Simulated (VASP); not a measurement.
A run of VASP 6.6.1 is set up as follows.

The input INCAR:

```
SYSTEM = Ag3F
PREC     = Accurate       ! precision mode
ENCUT    = 520            ! plane-wave cutoff, eV
EDIFF    = 1E-7           ! SCF threshold, eV
ISMEAR   = -1             ! smearing method
SIGMA    = 0.05           ! smearing width, eV
LREAL    = .FALSE.        ! projectors in reciprocal space
LASPH    = .TRUE.         ! aspherical terms in the spheres
NELM     = 100            ! most SCF steps
ALGO     = Normal         ! electronic algorithm
ISIF     = 2              ! what is computed and relaxed
LWAVE    = .FALSE.        ! write WAVECAR
LCHARG   = .FALSE.        ! write CHGCAR
GGA      = PE             ! functional
NBANDS   = 50             ! bands
```

Contents of KPOINTS:

```
regular mesh
0
G
  5 5 6
  0 0 0
```

POSCAR

```
Ag3F
1.0
    5.8094883503      0.0000000000      0.0000000000
   -2.9047441752      5.0311644944      0.0000000000
    0.0000000000      0.0000000000      4.5763350000
Ag F
6 2
Direct
    0.1673345050      0.3346690100      0.2500000000
    0.1673345050      0.8326654950      0.2500000000
    0.6653309900      0.8326654950      0.2500000000
    0.8326654950      0.6653309900      0.7500000000
    0.8326654950      0.1673345050      0.7500000000
    0.3346690100      0.1673345050      0.7500000000
    0.3333333333      0.6666666667      0.7500000000
    0.6666666667      0.3333333333      0.2500000000
```

Potentials or basis: VASP PAW PBE potentials, release 64 (Ag, F).

Run with:

```console
$ cat potpaw_PBE.64/Ag/POTCAR potpaw_PBE.64/F/POTCAR > POTCAR
$ mpirun -np 1 vasp_std > vasp.out
```

Task: Estimate the pressure.

Result: -0.6 GPa.

Task: What does it give for the band gap on the k mesh?

Result: None (metal or under the smearing width).

Forces in eV/Å, atoms in the order of the input:
```
Ag   0.000  0.007  0.000
Ag   0.006 -0.003  0.000
Ag  -0.006 -0.003  0.000
Ag   0.000 -0.007  0.000
Ag  -0.006  0.003  0.000
Ag   0.006  0.003  0.000
F    0.000  0.000  0.000
F    0.000  0.000  0.000
```
